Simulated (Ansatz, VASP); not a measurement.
# ScSbS3 in VASP and in Ansatz

INCAR

```
ALGO = Normal ; EDIFF = 1E-7
ENCUT = 520 ; GGA = PE
ISIF = 2 ; ISMEAR = 0
LASPH = T ; LCHARG = F
LREAL = F ; LWAVE = F
NBANDS = 25 ; NELM = 100
PREC = Accurate ; SIGMA = 0.1
```

Contents of KPOINTS:

```
k-points
0
Gamma
  6 6 2
```

File POSCAR:

```
ScSbS3
1.0
    4.2805067300      0.0000000000      0.0000000000
   -2.1402533700      3.7070275700      0.0000000000
    0.0000000000      0.0000000000      8.9820701100
Sc Sb S
1 1 3
Direct
    0.0000000000      0.0000000000      0.7196578100
    0.0000000000      0.0000000000      0.9412386600
    0.3333333300      0.6666666700      0.3319841700
    0.6666666700      0.3333333300      0.3319841700
    0.0000000000      0.0000000000      0.2755443200
```

Input for Ansatz:

```yaml
crystal:
  lattice:
    - [4.28050673, 0.0, 0.0]
    - [-2.14025337, 3.70702757, 0.0]
    - [0.0, 0.0, 8.98207011]
  atoms:
    - { symbol: Sc, position: [0.0, 0.0, 0.71965781] }
    - { symbol: Sb, position: [0.0, 0.0, 0.94123866] }
    - { symbol: S, position: [0.33333333, 0.66666667, 0.33198417] }
    - { symbol: S, position: [0.66666667, 0.33333333, 0.33198417] }
    - { symbol: S, position: [0.0, 0.0, 0.27554432] }
basis:
  ecutwfc: 420
kpoints:
  mp_grid: { grid: [6, 6, 2] }
hamiltonian:
  xc: pbe
scf:
  occupations: { method: gaussian, width: 0.1 }
  lower_state_search: "off"
output:
  forces: true
  stress: true
  eigenvalues: true
```

Alike in both runs: task single point; functional PBE; k mesh 6 × 6 × 2; occupations gaussian, width 0.1 eV; no spin polarisation.

```csv
,VASP,Ansatz
version,VASP 6.6.1,Ansatz 0.2.0
potentials or method,"VASP PAW PBE potentials, release 64 (Sc_sv, Sb, S)","scalar-relativistic, plane waves, PAW"
plane-wave cutoff (eV),520,420
valence electrons in the cell,34,44
```

|  | VASP | Ansatz | Ansatz less VASP |
| --- | --- | --- | --- |
| gap on the k mesh at the Fermi level (eV) | none | none | - |
| pressure (GPa) | 12.9 | 12.7 | -0.15 |
| largest component of the traceless stress (GPa) | 18.12 | 17.61 | -0.517 |
| rms of the force components (eV/Å) | 6.065 | 5.934 | -0.1307 |

Atom by atom the forces differ by 0.131 eV/Å (rms over components). A gap of «none» marks a metal or a gap that the smearing closes. The two sets of potentials don't hold the same shells in valence.

Caveats: this functional lacks dispersion, which binds the layers, so the pressure and a relaxed spacing across them are unreliable; forces of over 1 eV/Å show positions far from the minimum, so gaps and moduli don't describe the material at rest. Spin-orbit coupling is left out, which matters for the levels of Sb.
